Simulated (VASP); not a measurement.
Input:

```xyz
2
Lattice="0.0000 3.0354 3.0354 3.0354 0.0000 3.0354 3.0354 3.0354 0.0000" Properties=species:S:1:pos:R:3 pbc="T T T"
Cu     0.0000     3.0354     3.0354
I      1.5177     1.5177     1.5177
```

The numbers are results of PBE GGA, VASP's PBE PAW potentials (set 64) (plane waves; VASP), not measurements. Run with 400 eV cut-off, 14×14×14 Γ-centred mesh, Gaussian smearing of 0.010 eV, potentials Cu I.

### Question
Give the direction-averaged independent-particle dielectric function (no local fields, no excitons; a broadening of 0.1 eV leaves a tail below the gap, and fine structure carries the noise of the k-mesh).

### Answer

| ħω (eV) | ε₁ | ε₂ |
|---|---|---|
| 0.00 | 6.64 | 0.00 |
| 0.30 | 6.68 | 0.03 |
| 0.60 | 6.80 | 0.06 |
| 0.90 | 7.06 | 0.15 |
| 1.20 | 7.20 | 0.42 |
| 1.50 | 7.28 | 1.09 |
| 1.80 | 7.50 | 0.99 |
| 2.10 | 7.79 | 1.57 |
| 2.40 | 8.02 | 1.70 |
| 2.70 | 8.43 | 3.02 |
| 3.00 | 8.02 | 3.89 |
| 3.30 | 6.50 | 3.40 |
| 3.70 | 7.21 | 3.64 |
| 4.00 | 8.99 | 4.25 |
| 4.30 | 7.36 | 8.13 |
| 4.60 | 3.36 | 7.07 |
| 4.90 | 4.22 | 5.51 |
| 5.20 | 4.23 | 4.35 |
| 5.50 | 6.09 | 5.43 |
| 5.80 | 5.98 | 7.64 |
| 6.10 | 2.15 | 8.88 |
| 6.40 | 3.37 | 8.10 |
| 6.70 | 3.03 | 8.99 |
| 7.10 | -3.31 | 8.29 |
ε₂ peaks at 3.1 eV (height 4.6), 4.5 eV (height 8.5), 6.0 eV (height 9.8), 6.9 eV (height 11.9); ε₁(0) averages 6.64, so the electronic refractive index below the gap tends to √6.64 = 2.58.

The compound is CuI in the zinc blende structure. It was relaxed first.
